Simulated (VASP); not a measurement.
A convergence study with VASP on TiN (rock salt): one setting is varied, all else stays as given below, so the limit is that of these other settings. ε∞ is the independent-particle value.

```
TiN
1.0
    0.00000     2.12000     2.12000
    2.12000     0.00000     2.12000
    2.12000     2.12000     0.00000
Ti N
1 1
Cartesian
  0.00000   0.00000   0.00000
  2.12000   2.12000   2.12000
```

All values below come from PBE GGA, VASP's PBE PAW potentials (set 64) (plane waves; VASP). The tightest run used: 700 eV cut-off, 13×13×13 Γ-centred mesh, first-order Methfessel-Paxton smearing of 0.10 eV, potentials Ti_sv N.

### Question
The settings run are NBANDS = 10; NBANDS = 11; NBANDS = 13; NBANDS = 17; NBANDS = 25; NBANDS = 41; NBANDS = 73; NBANDS = 137. From which on does the energy per atom stay within 0.001 eV/atom of the tightest run?

### Answer
From NBANDS = 11 on: it is off by 0.0000 there and by no more than 0.001 in any finer run, while NBANDS = 10 is off by 0.0021.
| setting | E (eV/atom) | bands | difference judged (eV/atom) |
|---|---|---|---|
| NBANDS = 10 | -9.8194 | 10 | 0.0021 |
| NBANDS = 11 | -9.8214 | 11 | 0.0000 |
| NBANDS = 13 | -9.8214 | 13 | 0.0000 |
| NBANDS = 17 | -9.8214 | 17 | 0.0000 |
| NBANDS = 25 | -9.8214 | 25 | 0.0000 |
| NBANDS = 41 | -9.8214 | 41 | 0.0000 |
| NBANDS = 73 | -9.8214 | 73 | 0.0000 |
| NBANDS = 137 | -9.8214 | 137 | 0.0000 |

VASP warned of too few bands at NBANDS = 10; NBANDS = 11.

Left out are rungs that failed or repeat a setting and relaxations that didn't move; long series are thinned to 24 rows.

The compound is TiN in the rock salt structure. The cell was not relaxed at this level. The electron count is odd and the run is not spin-polarised, which forces a metal. VASP warned that the highest band is occupied, so more bands are needed.
